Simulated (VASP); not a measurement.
The system is CdTe.

```xyz
2
Lattice="0.0000 3.2050 3.2050 3.2050 0.0000 3.2050 3.2050 3.2050 0.0000" Properties=species:S:1:pos:R:3 pbc="T T T"
Cd    0.0000    0.0000    0.0000
Te    1.6025    1.6025    1.6025
```

| Property | Result |
| --- | --- |
| Program | VASP 6.6.1 |
| Task | relaxation of cell and atoms |
| Functional | PBE |
| Potentials or basis | VASP PAW PBE potentials, release 64 (Cd, Te) |
| Cutoff | 520 eV |
| k mesh | 8 × 8 × 8 |
| Occupations | gaussian, width 0.02 eV |
| Spin | no spin polarisation |

At the start: pressure 4.4 GPa; volume 32.92 Å³/atom.

Question: Where does the relaxation end?

Answer: Over 3 steps the energy falls by 42.6 meV/atom and the volume is 36.31 Å³/atom (+10.3 %); space group F-43m (No. 216, to 0.05 Å).

Step by step:
| step | energy change (eV) | largest force (eV/Å) | pressure (GPa) | volume (Å³) |
| --- | --- | --- | --- | --- |
| 1 | 0.0000 | 0.0000 | 4.39 | 65.84 |
| 2 | -0.0784 | 0.0000 | -0.97 | 74.83 |
| 3 | -0.0852 | 0.0000 | 0.00 | 72.62 |

Final structure:
```yaml
crystal:
  lattice:
    - [0.00000, 3.31143, 3.31143]
    - [3.31143, 0.00000, 3.31143]
    - [3.31143, 3.31143, 0.00000]
  atoms:
    - { symbol: Cd, position: [0.00000, 0.00000, 0.00000] }
    - { symbol: Te, position: [0.25000, 0.25000, 0.25000] }
```

Caveat: the volume moved by +10 % from the deposited cell, more than functionals usually miss.
